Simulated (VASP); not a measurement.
# InTeF: structure and properties in VASP, part 4 of 7

What structure does InTeF take at this level, and what are its properties? The cell is invented: it takes the structure of a Materials Project entry for YSF (space group 129 there), with some of its atoms replaced by other elements, volume scaled by an estimate. It may not be a known or stable phase.

VASP 6.6.1; r2SCAN; plane waves and PAW (Te, In_d, F); invented cell.

So far. Step 5 (Density, ELF and potential (r2SCAN)): In this run the pressure is -0.03 GPa, small enough to go on. Step 6 (Bands along the symmetry lines (r2SCAN)): There is no gap at this level.

## 7. Density of states (r2SCAN)

Here the states are counted by energy and projected on the atoms. The mesh is finer than in the run before.

INCAR reads:

```
SYSTEM = InTeF
PREC = Accurate
ENCUT = 520
EDIFF = 1E-06
NELM = 100
ISMEAR = -5
SIGMA = 0.05
LREAL = .FALSE.
ALGO = Normal
METAGGA = R2SCAN
LASPH = .TRUE.
NBANDS = 42
LORBIT = 11
LWAVE = .FALSE.
LCHARG = .FALSE.
KPAR = 2
NEDOS = 2001
```

POSCAR reads:

```
InTeF
1.0
    3.7926613688      0.0000000000      0.0000000000
    0.0000000000      3.7926613688      0.0000000000
    0.0000000000      0.0000000000      9.0271307257
Te In F
2 2 2
Direct
    0.0000000000      0.5000000000      0.6779523072
    0.5000000000      0.0000000000      0.3220476928
    0.0000000000      0.5000000000      0.1676332449
    0.5000000000      0.0000000000      0.8323667551
    0.0000000000      0.0000000000      0.0000000000
    0.5000000000      0.5000000000      0.0000000000
```

KPOINTS reads:

```
Automatic mesh
0
Gamma
10 10 5
0 0 0
```

Potentials, in the order of the species: Te, In_d and F (PBE family, release 64).

Launch:

```bash
$ mpirun -np 2 vasp_std
```

What it wrote:

```text
[... set-up lines as in an earlier step ...]
 entering main loop
       N       E                     dE             d eps       ncg     rms          rms(c)
DAV:   1     0.443424702445E+03    0.44342E+03   -0.22862E+04  5324   0.143E+03
DAV:   2    -0.421124243816E+02   -0.48554E+03   -0.45204E+03  5324   0.398E+02
DAV:   3    -0.118773119162E+03   -0.76661E+02   -0.74266E+02  6154   0.155E+02
DAV:   4    -0.122474298073E+03   -0.37012E+01   -0.36804E+01  6440   0.347E+01
DAV:   5    -0.122628798309E+03   -0.15450E+00   -0.15380E+00  8254   0.704E+00    0.110E+01
DAV:   6    -0.109566039100E+03    0.13063E+02   -0.51110E+00  7522   0.311E+01    0.638E+00
DAV:   7    -0.109644357792E+03   -0.78319E-01   -0.12464E+00  6304   0.568E+00    0.358E+00
DAV:   8    -0.109684995251E+03   -0.40637E-01   -0.19330E-01  7574   0.378E+00    0.140E+00
DAV:   9    -0.109675260632E+03    0.97346E-02   -0.56596E-02  8220   0.155E+00    0.628E-01
DAV:  10    -0.109676668312E+03   -0.14077E-02   -0.98199E-03  6166   0.511E-01    0.380E-01
DAV:  11    -0.109676225572E+03    0.44274E-03   -0.24961E-03  7036   0.369E-01    0.990E-02
DAV:  12    -0.109676108895E+03    0.11668E-03   -0.28342E-04  7122   0.102E-01    0.408E-02
DAV:  13    -0.109676126900E+03   -0.18005E-04   -0.15631E-04  6470   0.718E-02    0.287E-02
DAV:  14    -0.109676130364E+03   -0.34638E-05   -0.82942E-06  6800   0.180E-02    0.785E-03
DAV:  15    -0.109676120966E+03    0.93980E-05   -0.40342E-06  5562   0.116E-02    0.244E-03
DAV:  16    -0.109676122859E+03   -0.18931E-05   -0.15168E-07  2958   0.221E-03    0.127E-03
DAV:  17    -0.109676122694E+03    0.16531E-06   -0.47107E-08  2934   0.170E-03
   1 F= -.10967612E+03 E0= -.10967612E+03  d E =0.000000E+00
 -----------------------------------------------------------------------------
|                                                                             |
|           W    W    AA    RRRRR   N    N  II  N    N   GGGG   !!!           |
|           W    W   A  A   R    R  NN   N  II  NN   N  G    G  !!!           |
|           W    W  A    A  R    R  N N  N  II  N N  N  G       !!!           |
|           W WW W  AAAAAA  RRRRR   N  N N  II  N  N N  G  GGG   !            |
|           WW  WW  A    A  R   R   N   NN  II  N   NN  G    G                |
|           W    W  A    A  R    R  N    N  II  N    N   GGGG   !!!           |
|                                                                             |
|     Tetrahedron method does not include variations of the Fermi             |
|     occupations, so forces and stress will be inaccurate. We suggest        |
|     using a different smearing scheme ISMEAR = 1 or 2 for metals in         |
|     relaxations.                                                            |
|                                                                             |
 -----------------------------------------------------------------------------
```

Wall time 4.4 min (2 MPI ranks of Intel Xeon 6975P-C (Granite Rapids), shared host); peak memory 0.84 GiB.

OUTCAR, selected parts (step 7):

```text
   k-points           NKPTS =     63   k-points in BZ     NKDIM =     63   number of bands    NBANDS=     42

   NELECT =      52.0000    total number of electrons

 E-fermi :   5.9715

 k-point     1 :       0.0000    0.0000    0.0000
  band No.  band energies     occupation
    ...
     22       4.2886      2.00000
     23       5.4135      2.00000
     24       5.4135      2.00000
     25       5.5819      2.00000
     26       5.5819      2.00000
     27       6.5071      0.00000
     28       7.7004      0.00000
     29       9.4586      0.00000
     30      10.9683      0.00000
     31      11.5137      0.00000
    ...

  Total       -0.0385278     -0.0385278      0.1054344      0.0000000      0.0000000      0.0000000
  in kB       -0.4753863     -0.4753863      1.3009337      0.0000000      0.0000000      0.0000000
  external PRESSURE =       0.1167204 kB  Pullay stress =       0.0000000 kB

 POSITION                                       TOTAL-FORCE (eV/Angst)
 -----------------------------------------------------------------------------------
      0.00000      1.89633      6.11996        -0.000000      0.000000      0.054783
      1.89633      0.00000      2.90717         0.000000      0.000000     -0.054783
      0.00000      1.89633      1.51325         0.000000      0.000000      0.004224
      1.89633      0.00000      7.51388        -0.000000     -0.000000     -0.004224
      0.00000      0.00000      0.00000        -0.000000     -0.000000      0.000000
      1.89633      1.89633      0.00000         0.000000      0.000000      0.000000
 -----------------------------------------------------------------------------------
    total drift:                                0.000000      0.000000      0.000000

  FREE ENERGIE OF THE ION-ELECTRON SYSTEM (eV)
  ---------------------------------------------------
  free  energy   TOTEN  =      -109.6761226938 eV

  energy  without entropy=     -109.6761226938  energy(sigma->0) =     -109.67612269

[... 7 parts as in an earlier step ...]

[... 9 further parts left out ...]
```

With tetrahedra the forces and stress of a metal are not exact derivatives of the energy.

Numbers from this step:

| Quantity | Value |
| --- | --- |
| SCF cycles | 17 |
| irreducible k-points | 63 |
| free energy (TOTEN) | -109.6761 eV |
| Fermi energy | 5.971 eV |
| pressure | 0.01167 GPa |
| DOS at the Fermi level | 1.816 states/eV/cell |

The density of states has structure finer than the step of the table below, so its rows give means over 1 eV, whole bins alone (the curve runs from -12.0 to 5.27 eV). Peaks (eV: height): total -7.4: 7.81, -6.5: 12.8, -5.7: 5.28, -4.8: 7.06; Te p -2.4: 0.972, -1.3: 1.39, -0.7: 2.03, 1.9: 0.654; F p -7.4: 3.59, -6.5: 7.55, -5.7: 3.67, -4.8: 4.50; In s -7.4: 1.36, -6.3: 0.292, -3.8: 0.511, 1.7: 0.843; In p -6.5: 0.628, -1.3: 0.201, 3.9: 0.665, 5.0: 0.792.

States under -12.0 eV and over 5.3 eV are left out. Table of density of states by energy, zero at the Fermi level; means over each step; values in states/eV/cell:

| energy (eV) | total | Te p | F p | In s | In p | Te s |
| --- | --- | --- | --- | --- | --- | --- |
| -11 | 2.40 | 0.0126 | 0.0175 | 0.0545 | 0.0412 | 1.46 |
| -10 | 0.813 | 0.00296 | 0.00431 | 0.00316 | 0.00765 | 0.544 |
| -9 | 0 | 0 | 0 | 0 | 0 | 0 |
| -8 | 1.08 | 0.00916 | 0.547 | 0.162 | 0.0169 | 0.0110 |
| -7 | 2.87 | 0.0538 | 1.46 | 0.357 | 0.0535 | 0.0743 |
| -6 | 4.90 | 0.0763 | 3.12 | 0.0875 | 0.169 | 0.0580 |
| -5 | 3.95 | 0.187 | 2.54 | 0.108 | 0.0891 | 0.0181 |
| -4 | 2.58 | 0.498 | 0.450 | 0.345 | 0.117 | 0.0816 |
| -3 | 1.33 | 0.377 | 0.147 | 0.0859 | 0.0660 | 0.0281 |
| -2 | 2.49 | 0.841 | 0.170 | 0.0881 | 0.124 | 0.0339 |
| -1 | 3.46 | 1.37 | 0.119 | 0.141 | 0.149 | 0.0237 |
| 0 | 1.97 | 0.812 | 0.0525 | 0.156 | 0.0761 | 0.00710 |
| 1 | 1.04 | 0.216 | 0.0757 | 0.327 | 0.0357 | 0.00702 |
| 2 | 2.10 | 0.503 | 0.149 | 0.664 | 0.0536 | 0.0239 |
| 3 | 0.166 | 0.0357 | 0.0102 | 0.0428 | 0.0109 | 0.00260 |
| 4 | 1.66 | 0.0809 | 0.0585 | 0.0309 | 0.437 | 0.0169 |

Force by atom:

```csv
atom,x (eV/Å),y (eV/Å),z (eV/Å),size
Te1,0.0000,0.0000,0.0548,0.0548
Te2,0.0000,0.0000,-0.0548,0.0548
In3,0.0000,0.0000,0.0042,0.0042
In4,0.0000,0.0000,-0.0042,0.0042
F5,0.0000,0.0000,0.0000,0.0000
F6,0.0000,0.0000,0.0000,0.0000
```

The finer mesh and the other smearing move the Fermi level by -0.10 eV from the 7×7×3 run, one measure of the sampling error in the zero of the bands above. Of the states within 0.3 eV of the Fermi level, the largest shares in the PAW spheres are Te p 41 % and In s 9 %. The rest lies in smaller channels or between the spheres.

(Continued in part 5 of 7.)

[Lines on the potential files, build, host, timing and source positions are cut from VASP's logs without a mark.]

[Logs are printed without paths, hosts, clocks, repeated set-up lines and the standing remarks that a program may print on its own settings, such as how far it seeks lower states.]

[Hosts, paths, dates, database ids (printed as entryN), source tags and the programs' standing remarks are cut or masked in the printed files.]

[A measured line is paired with the nearest computed mode of its activity, which favours agreement.]
